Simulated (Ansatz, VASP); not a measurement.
# Pd2Rh (Pd-Rh-Pd stack, (111) layers): VASP beside Ansatz, part 2 of 2

Wanted: the spread between two codes on one cell, functional and k mesh. The cell is taken from a series of runs on this material, whose earlier steps may have relaxed, scaled, displaced or heated it; both programs get it as it stands.

VASP 6.6.1 and Ansatz 0.2.0.

So far: The structure; VASP: zone-centre phonons, PBEsol.

## (3) Ansatz: zone-centre phonons, PBEsol

Level of this step: Ansatz beside VASP: Kohn-Sham DFT, plane waves, PBEsol (Ansatz).

Ansatz runs on its PAW soft_1 files.

The same cell, functional, mesh and smearing now go to Ansatz, which takes its cutoff from its data sets.

input.yaml reads:

```yaml
crystal:
  lattice:
    - [2.6652741789, -2.8634e-06, 0.0]
    - [-1.3326346097, 2.3081965786, 0.0]
    - [0.0, 0.0, 32.5757230251]
  atoms:
    - { symbol: Pd, position: [0.0, 0.0, 0.1678224854] }
    - { symbol: Rh, position: [0.3333333333, 0.6666666667, 0.2361860086] }
    - { symbol: Pd, position: [0.6666666667, 0.3333333333, 0.3045495319] }
  periodic: [true, true, false]
kpoints:
  mp_grid: { grid: [18, 18, 1] }
hamiltonian:
  xc: pbesol
  pseudopotentials: { kind: paw, azcp: { folder: soft_1 }, xc_functional: pbe }
scf:
  occupations: { method: fermi_dirac, width: 0.1 }
output:
  eigenvalues: true
phonons:
  method: dfpt
  qpoints:
    - [0, 0, 0]
    - [0.166666667, 0.0, 0.0]
    - [0.333333333, 0.0, 0.0]
    - [0.5, 0.0, 0.0]
```

Launch:

```bash
ansatz run input.yaml --threads 4 --pin off --max-ram 12288MiB --backend cpu --events-out ev --progress --plain --runs-dir out
```

Numbers of over 12 decimals in the logs are rounded to 6 here.

Output:

```text
Warning: crystal.symmetry: narrowed to the stabiliser of the run's FFT grids — unitary ops 12 → 6. A phonons.method: dfpt run fills in the rows of the dynamical matrix that it does not solve by its symmetry operations, which is exact only for operations that map its FFT grids onto themselves: filled in by any other, the frequencies could depend on the order in which like atoms are typed, or, by more than the grids' own error, on where the crystal sits among the grids' points. Excluded: 6 operations. The run can therefore solve more perturbations, solve them on more k-points, or both, and cost more. [rest of the remark cut]
The run solves and reports these wavevectors of phonons.qpoints, in the list's order, at another value: [0.166666667, 0.0, 0.0] as [0.166667, 0.0, 0.0], [0.333333333, 0.0, 0.0] as [0.333333, 0.0, 0.0].
Engine: ansatz 0.2.0, x86_64-unknown-linux-gnu
Pseudopotentials: kind: paw
Pseudopotential: Pd, paw, valence charge 18, recommended cutoff 420 eV (normal), soft_1/Pd.paw.azcp
Pseudopotential: Rh, paw, valence charge 17, recommended cutoff 420 eV (normal), soft_1/Rh.paw.azcp
Functional definition: PBEsol
  exchange = pbesol_x
  correlation = pbesol_c
Crystal: 3 atoms, lattice volume = 200.405 Å³
Basis set: ecut = 420 eV, 3991 PW (Γ), exchange–correlation on 36×36×450 points (8 copies of the dense FFT grid, shifted against one another)
Bands: 32, of which v1, the nominal top of the filled ones, is band 27 counted from 1 (26 counted from 0)
Symmetry: 12 space group operations
k-points: 37 of 324 (irreducible under 6 space group operations, time reversal used)
Non-local potential: Pd, projectors of the file, l = 0: 2, l = 1: 2, l = 2: 2, l = 3: 1
Non-local potential: Rh, projectors of the file, l = 0: 3, l = 1: 2, l = 2: 2, l = 3: 1
PAW form: soft (Blöchl's): semilocal exchange-correlation on the pseudo side does not see the compensation charge
PAW frozen core: Pd, regenerated for the run's functional, and the local potential with it (the file was generated under x = pbe(κ = 0.804, μ = 0.219515), c = pbe(β = 0.066725))
PAW frozen core: Rh, regenerated for the run's functional, and the local potential with it (the file was generated under x = pbe(κ = 0.804, μ = 0.219515), c = pbe(β = 0.066725))
PAW one-centre angular grid: Pd, 590 points (default); XC on 64 Gauss nodes
PAW one-centre angular grid: Rh, 590 points (default); XC on 64 Gauss nodes
Initial density: superposition of atomic densities (neutral atoms: chi_scale 0, normalization atom)
Initial wavefunctions: pseudopotential atomic-orbital guess
Functional: x = pbesol(κ = 0.804, μ = 0.123457), c = pbesol(β = 0.046)
SCF iter   1: F=—  HF=-20156.579017 eV  |F-HF|=—  |Δ(HF+E_count)|=         —  Δρ=1.13e-1  dr2=6.07e1  ethr=3.10e-3  ⟨swp⟩=16.0  Hψ=9374  notcnv=0
preconditioner: auto → LDOS  [metal: Δε(μ)=0.006 eV  Ē_g=6.648 eV  σ=0.100 eV  W_gap=0.01  n_scr=22 (ndim 8)  ℏωp=14.1 eV  f_vac=0.751  D(μ)=7.27/eV (n_scr^D=26)  β→1.0]
SCF iter   2: F=—  HF=-20155.055642 eV  |F-HF|=—  |Δ(HF+E_count)|=    1.52e0  Δρ=9.78e-2  dr2=1.45e1  ethr=3.10e-3  ⟨swp⟩=5.3  Hψ=4078  notcnv=0  defer=6
SCF iter   3: F=—  HF=-20151.154011 eV  |F-HF|=—  |Δ(HF+E_count)|=    3.90e0  Δρ=3.71e-2  dr2=8.08e0  ethr=3.10e-3  ⟨swp⟩=3.7  Hψ=3468  notcnv=0  defer=12
SCF iter   4: F=—  HF=-20150.870760 eV  |F-HF|=—  |Δ(HF+E_count)|=   2.83e-1  Δρ=1.76e-2  dr2=8.98e-1  ethr=3.10e-3  ⟨swp⟩=3.6  Hψ=2143  notcnv=0  defer=10
SCF iter   5: F=—  HF=-20150.783014 eV  |F-HF|=—  |Δ(HF+E_count)|=   8.77e-2  Δρ=3.90e-3  dr2=1.17e-2  ethr=1.69e-3  ⟨swp⟩=3.5  Hψ=2019  notcnv=0  defer=9
SCF iter   6: F=—  HF=-20150.787104 eV  |F-HF|=—  |Δ(HF+E_count)|=   4.09e-3  Δρ=1.15e-3  dr2=2.22e-3  ethr=2.21e-5  ⟨swp⟩=3.7  Hψ=3163  notcnv=0  defer=9
SCF iter   7: F=—  HF=-20150.787177 eV  |F-HF|=—  |Δ(HF+E_count)|=   7.33e-5  Δρ=4.01e-4  dr2=4.80e-4  ethr=4.19e-6  ⟨swp⟩=3.3  Hψ=2597  notcnv=0  defer=9
SCF iter   8: F=—  HF=-20150.787276 eV  |F-HF|=—  |Δ(HF+E_count)|=   9.90e-5  Δρ=1.22e-4  dr2=5.46e-5  ethr=9.05e-7  ⟨swp⟩=2.2  Hψ=1721  notcnv=0  defer=9
SCF iter   9: F=—  HF=-20150.787297 eV  |F-HF|=—  |Δ(HF+E_count)|=   2.13e-5  Δρ=4.16e-5  dr2=3.98e-6  ethr=1.03e-7  ⟨swp⟩=3.4  Hψ=2626  notcnv=0  defer=9
SCF iter  10: F=—  HF=-20150.787275 eV  |F-HF|=—  |Δ(HF+E_count)|=   2.18e-5  Δρ=1.11e-5  dr2=4.89e-7  ethr=7.51e-9  ⟨swp⟩=3.7  Hψ=2693  notcnv=0  defer=9
SCF iter  11: F=—  HF=-20150.787276 eV  |F-HF|=—  |Δ(HF+E_count)|=   1.21e-7  Δρ=7.47e-6  dr2=1.15e-7  ethr=9.22e-10  ⟨swp⟩=3.4  Hψ=2679  notcnv=0  defer=9
SCF iter  12: F=—  HF=-20150.787276 eV  |F-HF|=—  |Δ(HF+E_count)|=   5.35e-8  Δρ=1.40e-6  dr2=4.84e-9  ethr=2.17e-10  ⟨swp⟩=3.5  Hψ=2583  notcnv=0  defer=9
SCF iter  13: F=—  HF=-20150.787276 eV  |F-HF|=—  |Δ(HF+E_count)|=   4.05e-8  Δρ=8.67e-7  dr2=2.15e-9  ethr=9.12e-12  ⟨swp⟩=3.6  Hψ=2937  notcnv=0  defer=9
SCF iter  14: F=—  HF=-20150.787276 eV  |F-HF|=—  |Δ(HF+E_count)|=   3.38e-9  Δρ=1.26e-7  dr2=3.11e-11  ethr=4.06e-12  ⟨swp⟩=2.9  Hψ=2108  notcnv=0  defer=9
SCF iter  15: F=-20150.787276 eV  HF=-20150.787276 eV  |F-HF|=3.27e-11  |Δ(HF+E_count)|=  4.40e-10  Δρ=2.72e-8  dr2=4.53e-12  ethr=1.00e-12  ⟨swp⟩=19.9  Hψ=10473  notcnv=0
SCF 1 converged in 15 iterations: F = -20150.787276 eV  dr2 = 4.53e-12
  greatest PAW one-centre occupation: 0.999 electrons in one spin orbital (limit 2), on the Rh atom at site 1 (counted from 0), in its partial waves of l = 0
NSCF: frozen V_eff on 37 k-points
WARN: eigensolver did not converge (k=0): 1 band(s) unlocked after 2 eigensolves, warm-restarted (20 sweeps on the last) at ethr=1.77e-12 eV (storage-precision floor; scheduled 1.00e-12 eV) (lowest unlocked band 31, counted from 0; max residual 5.23e-4 eV among the unlocked bands, 5.23e-4 eV over every band; other slots of this pass that fall short are told together in one closing line; warning suppressed until the next SCF loop or pass starts)
WARN: eigensolver did not converge in 27 slots of this pass, the one above among them; of largest residual over every band (k=11): 1 band(s) unlocked (lowest unlocked band 31, counted from 0; max residual 2.79e-3 eV among the unlocked bands, 2.79e-3 eV over every band); of lowest unlocked band (k=0): band 31
NSCF: frozen V_eff on 164 k-points
DFPT response loops at q = (0, 0, 0) (fractional): preconditioner auto → none (partly filled bands, converged f_vac=0.745); β = 0.50; Broyden in place of MSR1
NSCF: frozen V_eff on 648 k-points
DFPT response loops at q = (0.166667, 0, 0) (fractional): mixed as the last ones told, above
NSCF: frozen V_eff on 648 k-points
DFPT response loops at q = (0.333333, 0, 0) (fractional): mixed as the last ones told, above
NSCF: frozen V_eff on 328 k-points
DFPT response loops at q = (0.5, 0, 0) (fractional): mixed as the last ones told, above
SCF converged after 15 iterations
Free energy (F): -20150.787276 eV
Harris-Foulkes:  -20150.787276 eV  (|F-HF|=3.27e-11)
Internal energy: -20150.601721 eV  (E = F + TS)
E sigma→0 (E₀):  -20150.694498 eV
Entropy (-TS):   -0.185554 eV (-61.851 meV/atom)
Fermi energy:    -5.282544 eV
--- Per-component energies (eV) ---
  E_band       = -1730.189556
  E_kinetic    = 1435.088490
  E_local      = -252312.922711  (includes V_loc(G=0)·N_el)
  E_nonlocal   = 1046.329973
  E_hartree    = 124922.948621
  E_xc         = -475.035540
  E_vxc        = -600.818769  (∫ρ·V_xc dr)
  E_paw        = -11031.111488  (= ΣΔE_a)
  E_vpaw       = -1143.764856  (= ΣTr[D̂ρ^β])
  E_aug_tail   = 0.000487  (compensation charges beyond the density's cutoff)
  E_ewald      = 116263.219195
  E_core_change = 0.881251  (= ΣΔE_core)
  E_smearing   = -0.185554  (= −TS)
  E_closure    = -0.000000  (closes the sum)
  Σ components = -20150.787276   (vs F -20150.787276, Δ=0.00e0)
--- Band table (eV; the first three rows and the last of 37) ---
  k-point 0: bands = [... 23 lower, -6.3043, -6.3043, -6.1709, -6.1709, -5.5903, -5.1542, -5.1542, -4.2465, ... 1 higher]
  k-point 1: bands = [... 23 lower, -6.5369, -6.3724, -6.3463, -6.1464, -5.5008, -5.2067, -5.1490, -3.7286, ... 1 higher]
  k-point 2: bands = [... 23 lower, -6.9732, -6.6421, -6.5024, -6.1263, -5.7506, -5.1373, -4.6162, -2.8519, ... 1 higher]
  k-point 36: bands = [... 23 lower, -6.6802, -5.7258, -5.7258, -5.1342, 1.8958, 1.8958, 2.0884, 2.5323, ... 1 higher]
--- Phonons (Γ-DFPT): 6 representative perturbations + reference (Σ response iterations 37) ---
  ASR residual: 3.491e-4 → 0.000e0 eV/Å²; symmetrization residual: 5.041e-5 eV/Å²
  The last average, over the group as it would stand without the narrowing to the FFT grids, took up to 5.851e-6 eV/Å² of the zone centre's force constants
  ASR residual per site (eV/Å²): 1.04e-4 3.49e-4 1.15e-4
  Γ frequencies (cm⁻¹): 0.00 0.00 0.00 53.41 53.41 107.81 107.81 129.39 212.13
  non-analytic LO–TO correction: not included (Born effective charges unavailable; polar crystals: no LO–TO splitting at Γ)
--- Phonons (arbitrary-q DFPT): 4 explicit q-points ---
  q = [0, 0, 0] (of the zone-centre solve; hermiticity 4.75e-6, symmetrization 2.20e-6, taken by the last average 5.10e-7): -0.00 -0.00 -0.00 53.41 53.41 107.81 107.81 129.39 212.13
  q = [0.166667, 0, 0] (6 solved perturbations in 1485 linear systems a pass and spin channel, the states on 324 of 324 k-point pairs; hermiticity 9.98e-6, symmetrization 1.77e-9, taken by the last average 7.50e-7): 41.48 66.57 84.31 96.89 121.08 127.82 137.71 165.34 207.71
  q = [0.333333, 0, 0] (6 solved perturbations in 1485 linear systems a pass and spin channel, the states on 324 of 324 k-point pairs; hermiticity 4.32e-6, symmetrization 2.26e-9, taken by the last average 4.07e-7): 73.96 106.78 112.37 129.86 150.80 153.78 200.12 210.86 220.69
  q = [0.5, 0, 0] (6 solved perturbations in 765 linear systems a pass and spin channel, the states on 164 of 324 k-point pairs; hermiticity 3.02e-6, symmetrization 8.44e-10, taken by the last average 5.70e-7): 83.41 116.84 135.93 141.53 148.46 168.19 212.62 235.06 242.57
  sum rule: each row above includes the acoustic sum rule's correction from the zone centre's row sums; it moved no ω² by more than (0.96 cm⁻¹)²
```

## (4) Side by side

Known differences besides the potentials themselves: Ansatz cuts the interaction across the vacuum, VASP repeats the sheet without a dipole correction; the data sets hold 53 valence electrons in Ansatz (on its PAW soft_1 files) and 35 in VASP; the cutoff is 420 eV in Ansatz and 500 eV in VASP; Ansatz makes its cores anew for this functional, VASP keeps those of its PBE data sets. Total energies have different zeros and are not compared.

Compared:

```
                  quantity  Ansatz   VASP  difference
optical mode 1 to 2 (cm⁻¹)    53.4   53.5     -0.24 %
optical mode 3 to 4 (cm⁻¹)   107.8  107.6     +0.16 %
     optical mode 5 (cm⁻¹)   129.4  129.1     +0.19 %
     optical mode 6 (cm⁻¹)   212.1  211.7     +0.19 %
```

Modes are paired by rising frequency, not by their patterns, so a pair may set unlike modes beside each other; they are those without the splitting of longitudinal modes. Where the cell holds vacuum, a pressure given here is an average over it and none of the material.

## (5) Summary of results

| Item | Value |
| --- | --- |
| r.m.s. difference of the optical zone-centre modes, each program's sorted by frequency (zone-centre phonons, PBEsol) | 0.23 cm⁻¹ |

**Reading.** The r.m.s. difference of the optical zone-centre modes, each program's sorted by frequency is 0.23 cm⁻¹ (zone-centre phonons, PBEsol). The data sets hold unlike numbers of valence electrons (53 in Ansatz and 35 in VASP), so part of the differences may come from the potentials. How closely two codes agree says nothing of how well the functional describes the real material.

[Lines on the potential files, build, host, timing and source positions are cut from VASP's logs without a mark.]

[Logs are printed without paths, hosts, clocks, repeated set-up lines and the standing remarks that a program may print on its own settings, such as how far it seeks lower states.]

[Hosts, paths, dates, database ids (printed as entryN), source tags and the programs' standing remarks are cut or masked in the printed files.]
